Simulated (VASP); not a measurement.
Method: PBE GGA, VASP's PBE PAW potentials (set 64) (plane waves; VASP).

VASP ran on this input.

**INCAR**
```
SYSTEM = NaHf
PREC = Accurate
ENCUT = 300
EDIFF = 1E-6
NELM = 100
ALGO = Normal
LREAL = .FALSE.
LASPH = .TRUE.
ISMEAR = 0
SIGMA = 0.136
GGA = PE
LMAXMIX = 6
LWAVE = .FALSE.
LCHARG = .FALSE.
ISIF = 2
```

**KPOINTS**
```
Automatic mesh
0
Gamma
6 6 6
0 0 0
```

File POSCAR:
```
NaHf
1.0
  3.9173280000   0.0000000000   0.0000000000
  0.0000000000   3.9173280000   0.0000000000
  0.0000000000   0.0000000000   3.9173280000
Na Hf
1 1
Cart
 -0.0059974292   0.0055743577  -0.0068709933
  1.9646614292   1.9530896423   1.9655349933
```

POTCAR, in this order: Na_pv Hf_pv (PBE.64 set). Program: vasp_std.

Output of the run:

OSZICAR:
```
       N       E                     dE             d eps       ncg     rms          rms(c)
DAV:   1     0.540843225858E+02    0.54084E+02   -0.73387E+03  2916   0.888E+02
DAV:   2    -0.663615190270E+01   -0.60720E+02   -0.59586E+02  2888   0.240E+02
DAV:   3    -0.953024255754E+01   -0.28941E+01   -0.27626E+01  3524   0.488E+01
DAV:   4    -0.961189468811E+01   -0.81652E-01   -0.80623E-01  3404   0.776E+00
DAV:   5    -0.961498957160E+01   -0.30949E-02   -0.30900E-02  3852   0.103E+00    0.245E+01
DAV:   6    -0.881056097418E+01    0.80443E+00   -0.18354E+00  3152   0.664E+00    0.121E+01
DAV:   7    -0.874301037013E+01    0.67551E-01   -0.58587E-01  3368   0.363E+00    0.241E+00
DAV:   8    -0.873604139723E+01    0.69690E-02   -0.63490E-02  3340   0.160E+00    0.505E-01
DAV:   9    -0.873576828838E+01    0.27311E-03   -0.20440E-03  3900   0.433E-01    0.141E-01
DAV:  10    -0.873577326594E+01   -0.49776E-05   -0.23726E-04  3596   0.193E-01    0.243E-02
DAV:  11    -0.873577160188E+01    0.16641E-05   -0.14800E-05  3916   0.454E-02    0.697E-03
DAV:  12    -0.873577109544E+01    0.50643E-06   -0.12372E-06  2028   0.156E-02
   1 F= -.87357711E+01 E0= -.87215585E+01  d E =-.284252E-01
```

File OUTCAR:
```
------------------------ aborting loop because EDIFF is reached ----------------------------------------
  FORCE on cell =-STRESS in cart. coord.  units (eV):
  Direction    XX          YY          ZZ          XY          YZ          ZX
  --------------------------------------------------------------------------------------
  Total       -2.5861252     -2.5860514     -2.5863034     -0.0007472     -0.0008534      0.0009168
  in kB      -68.9271506    -68.9251815    -68.9319000     -0.0199162     -0.0227453      0.0244362
  external PRESSURE =     -68.9280773 kB  Pullay stress =       0.0000000 kB
  volume of cell :       60.11
      direct lattice vectors                 reciprocal lattice vectors
     3.917328000  0.000000000  0.000000000     0.255276045  0.000000000  0.000000000
     0.000000000  3.917328000  0.000000000     0.000000000  0.255276045  0.000000000
     0.000000000  0.000000000  3.917328000     0.000000000  0.000000000  0.255276045
 POSITION                                       TOTAL-FORCE (eV/Angst)
 -----------------------------------------------------------------------------------
      3.91133      0.00557      3.91046         0.025839     -0.024016      0.029607
      1.96466      1.95309      1.96553        -0.025839      0.024016     -0.029607
 -----------------------------------------------------------------------------------
    total drift:                                0.000152     -0.000138      0.000195
  FREE ENERGIE OF THE ION-ELECTRON SYSTEM (eV)
  ---------------------------------------------------
  free  energy   TOTEN  =        -8.7357710954 eV

  energy  without entropy=       -8.7073458791  energy(sigma->0) =       -8.72155849
```
(Selected blocks of OUTCAR.)

At this cut-off the stress carries a Pulay error, which pulls relaxed volumes low.

The structure was generated: NaHf was put into an ordered model structure, which need not be its known phase. The cell was not relaxed at this level, atoms are displaced from their ideal sites. The run is one of a series of settings (KPOINTS 6×6×6 Γ-centred mesh against the base run), some of them coarse on purpose. The electron count is odd and the run is not spin-polarised, which forces a metal.
